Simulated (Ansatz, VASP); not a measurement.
# Ta2O5 in two plane-wave programs

Wanted: the spread between two codes on one cell, functional and k mesh. The cell is taken from a series of runs on this material, whose earlier steps may have relaxed, scaled, displaced or heated it; both programs get it as it stands.

Method: plane waves, with VASP 6.6.1 beside it; G0W0 gap at LDA, in Ansatz 0.2.0.

## Step 1: The structure

It takes space group P2/m (No. 10, monoclinic). Conventional cell: a = 3.784 Å, b = 3.805 Å, c = 6.770 Å, α = 90.00°, β = 105.35°, γ = 90.00°. Nearest to Ta lie 6 O at 1.90 to 2.20 Å. Nearest to O lie 2 Ta at 1.90 Å. Nearest to O lie 3 Ta at 1.95 to 2.20 Å. Nearest to O lie 2 Ta at 1.90 Å. Farther neighbours and most contacts between anions are not listed.

Coordinates:

```xyz
7
Lattice="3.7838 0.0000 0.0000 0.0000 3.8048 0.0000 -1.7917 0.0000 6.5290" Properties=species:S:1:pos:R:3 pbc="T T T"
Ta    1.0297    0.0000    5.1614
Ta    0.9625    0.0000    1.3675
O     1.1027    1.9024    5.2207
O     0.8894    1.9024    1.3082
O    -0.8409    0.0000    5.6985
O     2.8330    0.0000    0.8304
O     0.9961    0.0000    3.2645
```

## Step 2: VASP: G0W0 gap, LDA

Quasiparticle shifts depend on high empty states and on the cores, so they are the hardest test of two PAW sets.

Lines of VASP's logs that name or quote its potential files are left out, and so is its time.

The run reads the wave functions of an earlier VASP run, which isn't shown here.

Input file INCAR:

```
SYSTEM = Ta2O5
PREC = Accurate
ENCUT = 440
ISMEAR = 0
SIGMA = 0.01
LREAL = .FALSE.
GGA = CA
NBANDS = 392
LASPH = .TRUE.
ALGO = EVGW0
NELMGW = 1
ENCUTGW = 140
NOMEGA = 64
PRECFOCK = Fast
NBANDSGW = 40
LWAVE = .FALSE.
LCHARG = .FALSE.
```

Input file POSCAR:

```
Ta2O5
1.0
    3.7837868937      0.0000000000      0.0000000000
    0.0000000000      3.8047750138      0.0000000000
   -1.7916580123      0.0000000000      6.5289594201
Ta O
2 5
Direct
    0.6464567283      0.0000000000      0.7905432933
    0.3535432717      0.0000000000      0.2094567067
    0.6700713333      0.5000000000      0.7996270252
    0.3299286667      0.5000000000      0.2003729748
    0.1910457062      0.0000000000      0.8728085138
    0.8089542938      0.0000000000      0.1271914862
    0.5000000000      0.0000000000      0.5000000000
```

Input file KPOINTS:

```
Automatic mesh
0
Gamma
4 4 2
0 0 0
```

PAW data sets: Ta_sv_GW and O_GW (LDA family, release 64).

Launch:

```sh
mpirun -np 8 vasp_std
```

Numbers of over 12 decimals in the logs are rounded to 6 here.

What it wrote:

```text
[banner, memory and clock lines left out]
running    8 mpi-ranks, on    1 nodes
 distrk:  each k-point on    8 cores,    1 groups
 distr:  one band on    1 cores,    8 groups

 POSCAR found type information on POSCAR TaO
 POSCAR found :  2 types and       7 ions
|                                                                             |
|           W    W    AA    RRRRR   N    N  II  N    N   GGGG   !!!           |
|           W    W   A  A   R    R  NN   N  II  NN   N  G    G  !!!           |
|           W    W  A    A  R    R  N N  N  II  N N  N  G       !!!           |
|           W WW W  AAAAAA  RRRRR   N  N N  II  N  N N  G  GGG   !            |
|           WW  WW  A    A  R   R   N   NN  II  N   NN  G    G                |
|           W    W  A    A  R    R  N    N  II  N    N   GGGG   !!!           |
|                                                                             |
|     For optimal performance we recommend to set                             |
|       NCORE = 2 up to number-of-cores-per-socket                            |
|     NCORE specifies how many cores store one orbital (NPAR=cpu/NCORE).      |
|     This setting can greatly improve the performance of VASP for DFT.       |
|     The default, NCORE=1 might be grossly inefficient on modern             |
|     multi-core architectures or massively parallel machines. Do your        |
|     Unfortunately you need to use the default for GW and RPA                |
|     calculations (for HF NCORE is supported but not extensively tested      |
|     yet).                                                                   |
|                                                                             |

|                                                                             |
|           W    W    AA    RRRRR   N    N  II  N    N   GGGG   !!!           |
|           W    W   A  A   R    R  NN   N  II  NN   N  G    G  !!!           |
|           W    W  A    A  R    R  N N  N  II  N N  N  G       !!!           |
|           W WW W  AAAAAA  RRRRR   N  N N  II  N  N N  G  GGG   !            |
|           WW  WW  A    A  R   R   N   NN  II  N   NN  G    G                |
|           W    W  A    A  R    R  N    N  II  N    N   GGGG   !!!           |
|                                                                             |
|     The default for ENCUTGWSOFT is different in this version of VASP.       |
|     please manually set ENCUTGWSOFT =140 in the INCAR file.                 |
|                                                                             |

 LDA part: xc-table for (Slater(with rela. corr.)+CA(PZ))
 , standard interpolation
 found WAVECAR, reading the header
 POSCAR, INCAR and KPOINTS ok, starting setup
 FFT: planning ... GRIDC
 FFT: planning ... GRID_SOFT
 FFT: planning ... GRID
 reading WAVECAR
 the WAVECAR file was read successfully
 initial charge from wavefunction
 available memory per node:     30.91 GB, setting MAXMEM to     31651

 The Fermi energy was updated, please check that it is located mid-gap
 values below the HOMO (VB) or above the LUMO (CB) will cause erroneous energies
 E-fermi :   3.9733

 calculate exact exchange contribution
 the WAVEDER file was read successfully
energies w=
    0.000    0.000    0.968    0.000    1.934    0.000    2.896    0.000
    3.852    0.000    4.800    0.000    5.738    0.000    6.667    0.000
    7.584    0.000    8.489    0.000    9.382    0.000   10.263    0.000
   11.133    0.000   11.990    0.000   12.837    0.000   13.674    0.000
   14.502    0.000   15.323    0.000   16.137    0.000   16.945    0.000
   17.750    0.000   18.553    0.000   19.356    0.000   20.159    0.000
   20.966    0.000   21.778    0.000   22.597    0.000   23.425    0.000
   24.264    0.000   25.118    0.000   25.988    0.000   26.878    0.000
   27.791    0.000   28.730    0.000   29.700    0.000   30.704    0.000
   31.747    0.000   32.835    0.000   33.973    0.000   35.169    0.000
   36.431    0.000   37.767    0.000   39.189    0.000   40.708    0.000
   42.340    0.000   44.101    0.000   46.012    0.000   48.098    0.000
   50.388    0.000   52.920    0.000   55.739    0.000   58.901    0.000
   62.480    0.000   66.568    0.000   71.288    0.000   76.804    0.000
   83.338    0.000   91.203    0.000  100.852    0.000  112.966    0.000
  128.617    0.000  149.596    0.000  179.141    0.000  223.764    0.000
 responsefunction array rank=     368
 LDA part: xc-table for (Slater(with rela. corr.)+CA(PZ))
 , standard interpolation

 min. memory requirement per mpi rank    343.9 MB, per node   2751.5 MB

 allocating   8 responsefunctions rank=   368
 shmem allocating  64 responsefunctions rank=   368
 response function shared by NCSHMEM nodes    1
 Doing            8  frequencies on each core in blocks of           64
NQ=   1    0.0000    0.0000    0.0000,
|.........|.........|.........|.........|.........|.........|.........|.........
 performed       1216000 updates of chi_q(r,r)
 total number of BLAS operations       1296.83 Gflops
NQ=   2    0.2500    0.0000    0.0000,
|.........|.........|.........|.........|.........|.........|.........|.........
 performed       2746000 updates of chi_q(r,r)
 total number of BLAS operations       2883.52 Gflops
NQ=   3    0.5000    0.0000    0.0000,
|.........|.........|.........|.........|.........|.........|.........|.........
 performed       3962000 updates of chi_q(r,r)
 total number of BLAS operations       4117.18 Gflops
NQ=   4    0.0000    0.2500    0.0000,
|.........|.........|.........|.........|.........|.........|.........|.........
 performed       5492000 updates of chi_q(r,r)
 total number of BLAS operations       5677.53 Gflops
NQ=   5    0.2500    0.2500    0.0000,
|.........|.........|.........|.........|.........|.........|.........|.........
 performed       7147000 updates of chi_q(r,r)
 total number of BLAS operations       7375.25 Gflops
NQ=   6    0.5000    0.2500    0.0000,
|.........|.........|.........|.........|.........|.........|.........|.........
 performed       8677000 updates of chi_q(r,r)
 total number of BLAS operations       8892.20 Gflops
NQ=   7    0.0000    0.5000    0.0000,
|.........|.........|.........|.........|.........|.........|.........|.........
 performed       9893000 updates of chi_q(r,r)
 total number of BLAS operations      10153.75 Gflops
NQ=   8    0.2500    0.5000    0.0000,
|.........|.........|.........|.........|.........|.........|.........|.........
 performed      11423000 updates of chi_q(r,r)
 total number of BLAS operations      11636.42 Gflops
NQ=   9    0.5000    0.5000    0.0000,
|.........|.........|.........|.........|.........|.........|.........|.........
 performed      12639000 updates of chi_q(r,r)
 total number of BLAS operations      12788.32 Gflops
NQ=  10    0.0000    0.0000    0.5000,
|.........|.........|.........|.........|.........|.........|.........|.........
 performed      13855000 updates of chi_q(r,r)
 total number of BLAS operations      14049.86 Gflops
NQ=  11    0.2500    0.0000    0.5000,
|.........|.........|.........|.........|.........|.........|.........|.........
 performed      15385000 updates of chi_q(r,r)
 total number of BLAS operations      15592.78 Gflops
NQ=  12    0.5000    0.0000    0.5000,
|.........|.........|.........|.........|.........|.........|.........|.........
 performed      16601000 updates of chi_q(r,r)
 total number of BLAS operations      16758.11 Gflops
NQ=  13    0.0000    0.2500    0.5000,
|.........|.........|.........|.........|.........|.........|.........|.........
 performed      18131000 updates of chi_q(r,r)
 total number of BLAS operations      18275.06 Gflops
NQ=  14    0.2500    0.2500    0.5000,
|.........|.........|.........|.........|.........|.........|.........|.........
 performed      19786000 updates of chi_q(r,r)
 total number of BLAS operations      19897.75 Gflops
NQ=  15    0.5000    0.2500    0.5000,
|.........|.........|.........|.........|.........|.........|.........|.........
 performed      21316000 updates of chi_q(r,r)
 total number of BLAS operations      21431.99 Gflops
NQ=  16    0.0000    0.5000    0.5000,
|.........|.........|.........|.........|.........|.........|.........|.........
 performed      22532000 updates of chi_q(r,r)
 total number of BLAS operations      22693.54 Gflops
NQ=  17    0.2500    0.5000    0.5000,
|.........|.........|.........|.........|.........|.........|.........|.........
 performed      24062000 updates of chi_q(r,r)
 total number of BLAS operations      24210.49 Gflops
NQ=  18    0.5000    0.5000    0.5000,
|.........|.........|.........|.........|.........|.........|.........|.........
 performed      25278000 updates of chi_q(r,r)
 total number of BLAS operations      25389.33 Gflops
 resolving degeneracies of screened two electron integrals

 calculate QP shifts <psi_nk| G(iteration)W_0 |psi_nk>: iteration 1
 entering main loop
```

Parts of OUTCAR (step 2):

```text
ion  position               nearest neighbor table
   1  0.646  0.000  0.791-   7 1.90   3 1.90   3 1.90   5 1.95   5 1.99   6 2.20
   2  0.354  0.000  0.209-   7 1.90   4 1.90   4 1.90   6 1.95   6 1.99   5 2.20
   3  0.670  0.500  0.800-   1 1.90   1 1.90
   4  0.330  0.500  0.200-   2 1.90   2 1.90
   5  0.191  0.000  0.873-   1 1.95   1 1.99   2 2.20
   6  0.809  0.000  0.127-   2 1.95   2 1.99   1 2.20
   7  0.500  0.000  0.500-   1 1.90   2 1.90

  LATTYP: Found a simple monoclinic cell.
 ALAT       =     3.7837868937
 B/A-ratio  =     1.0055468558
 C/A-ratio  =     1.7892996631
 COS(beta)  =    -0.2646338331

 Subroutine GETGRP returns: Found  4 space group operations
 (whereof  4 operations were pure point group operations)

The static configuration has the point symmetry C_2h.

 Found     18 irreducible k-points:

   k-points           NKPTS =     18   k-points in BZ     NKDIM =     32   number of bands    NBANDS=    392

   dimension x,y,z NGX =    28 NGY =   28 NGZ =   48
   dimension x,y,z NGXF=    56 NGYF=   56 NGZF=   96

   ENCUT  =  440.0 eV  32.34 Ry    5.69 a.u.   6.47  6.51 11.58*2*pi/ulx,y,z

   NELECT =      56.0000    total number of electrons

  energy-cutoff  :      440.00
  volume of cell :       93.99
      direct lattice vectors                 reciprocal lattice vectors
     3.783786894  0.000000000  0.000000000     0.264285497  0.000000000  0.072524456
     0.000000000  3.804775014  0.000000000     0.000000000  0.262827630  0.000000000
    -1.791658012  0.000000000  6.528959420     0.000000000  0.000000000  0.153163764

 k-points in reciprocal lattice and weights: Automatic mesh
   0.00000000  0.00000000  0.00000000       0.031
   0.25000000  0.00000000  0.00000000       0.062
   0.50000000  0.00000000  0.00000000       0.031
   0.00000000  0.25000000  0.00000000       0.062
   0.25000000  0.25000000  0.00000000       0.125
   0.50000000  0.25000000  0.00000000       0.062
   0.00000000  0.50000000  0.00000000       0.031
   0.25000000  0.50000000  0.00000000       0.062
   0.50000000  0.50000000  0.00000000       0.031
[...]
0.25000000  0.50000000  0.50000000       0.062
   0.50000000  0.50000000  0.50000000       0.031

 E-fermi :   3.9733

 QP shifts <psi_nk| G(iteration)W_0 |psi_nk>: iteration 1
 for sc-GW calculations column KS-energies equals QP-energies in previous step
 and V_xc(KS)=  KS-energies - (<T + V_ion + V_H > + <T+V_H+V_ion>^1  + <V_x>^1)
 k-point   1 :       0.0000    0.0000    0.0000
  band No.  KS-energies  QP-energies   sigma(KS)   V_xc(KS)     V^pw_x(r,r')   Z            occupation Imag(sigma)
    ...
     25       1.8619       1.3802     -19.5567     -18.8935     -23.8449       0.7263       2.0000       0.3310
     26       1.8928       1.3668     -21.1804     -20.4760     -25.6253       0.7467       2.0000       0.2935
     27       2.1353       1.7082     -20.2351     -19.6528     -24.4402       0.7334       2.0000       0.3036
     28       2.1756       1.6832     -21.3824     -20.7273     -25.7289       0.7517       2.0000       0.2800
     29       5.1586       6.2907     -13.8302     -15.2531      -9.6958       0.7956       0.0000      -0.2163
     30       5.5030       6.6870     -13.8506     -15.3434      -9.4689       0.7931       0.0000      -0.2339
     31       5.6303       6.8219     -13.9482     -15.4548      -9.5875       0.7908       0.0000      -0.2353
     32       7.2675       8.5008     -15.6158     -17.2256     -11.5361       0.7661       0.0000      -0.2683
    ...

 k-point   2 :       0.2500    0.0000    0.0000
  band No.  KS-energies  QP-energies   sigma(KS)   V_xc(KS)     V^pw_x(r,r')   Z            occupation Imag(sigma)
    ...
     25       1.6618       1.0875     -21.3323     -20.5682     -25.7538       0.7516       2.0000       0.2916
     26       1.7964       1.3042     -19.4642     -18.7871     -23.7520       0.7270       2.0000       0.3331
     27       1.9621       1.4379     -21.3339     -20.6367     -25.7040       0.7518       2.0000       0.2842
     28       1.9916       1.5294     -19.8986     -19.2655     -24.1699       0.7301       2.0000       0.3176
     29       5.4073       6.5812     -13.8092     -15.2890      -9.4885       0.7933       0.0000      -0.2292
     30       6.0415       7.2955     -14.0816     -15.6761      -9.5417       0.7864       0.0000      -0.2569
     31       6.2893       7.4751     -14.7646     -16.2803     -10.6680       0.7823       0.0000      -0.2388
     32       6.5016       7.6961     -15.1058     -16.6405     -11.0505       0.7783       0.0000      -0.2435
    ...

 k-point   3 :       0.5000    0.0000    0.0000
  band No.  KS-energies  QP-energies   sigma(KS)   V_xc(KS)     V^pw_x(r,r')   Z            occupation Imag(sigma)
    ...
     25       1.6122       1.0339     -21.2981     -20.5285     -25.7130       0.7514       2.0000       0.2927
     26       1.7414       1.2404     -19.3499     -18.6592     -23.6828       0.7253       2.0000       0.3418
     27       1.8237       1.2597     -21.4595     -20.7082     -25.9504       0.7508       2.0000       0.2916
     28       1.9419       1.4762     -19.8320     -19.1932     -24.1010       0.7289       2.0000       0.3194
     29       5.3098       6.4793     -13.7217     -15.1931      -9.4036       0.7948       0.0000      -0.2272
     30       5.9015       7.1549     -14.1051     -15.6979      -9.6714       0.7869       0.0000      -0.2526
     31       6.9503       8.1775     -15.1486     -16.7417     -10.9180       0.7703       0.0000      -0.2648
     32       7.5835       8.8414     -15.7409     -17.3902     -11.4999       0.7627       0.0000      -0.2883
    ...

 k-point   4 :       0.0000    0.2500    0.0000
  band No.  KS-energies  QP-energies   sigma(KS)   V_xc(KS)     V^pw_x(r,r')   Z            occupation Imag(sigma)
    ...
     25       0.7950       0.2680     -18.5488     -17.8266     -22.8094       0.7296       2.0000       0.3748
     26       1.2973       0.7970     -19.8132     -19.1340     -24.1871       0.7366       2.0000       0.3287
     27       1.3728       0.9061     -19.9269     -19.2949     -24.1656       0.7386       2.0000       0.3163
     28       2.1110       1.6251     -19.9904     -19.3240     -24.4496       0.7292       2.0000       0.3242
     29       6.7983       8.0095     -14.9238     -16.4863     -10.7301       0.7751       0.0000      -0.2578
     30       7.1657       8.4141     -15.3287     -16.9560     -11.0437       0.7672       0.0000      -0.2749
     31       7.2237       8.4838     -15.2516     -16.8938     -10.9022       0.7673       0.0000      -0.2808
     32       7.5230       8.8035     -15.2732     -16.9463     -10.7589       0.7654       0.0000      -0.3082
    ...

[... 4 further parts left out ...]
```

[end of part 1 of 2]

[Lines on the potential files, build, host, timing and source positions are cut from VASP's logs without a mark.]

[Logs are printed without paths, hosts, clocks, repeated set-up lines and the standing remarks that a program may print on its own settings, such as how far it seeks lower states.]

[Hosts, paths, dates, database ids (printed as entryN), source tags and the programs' standing remarks are cut or masked in the printed files.]
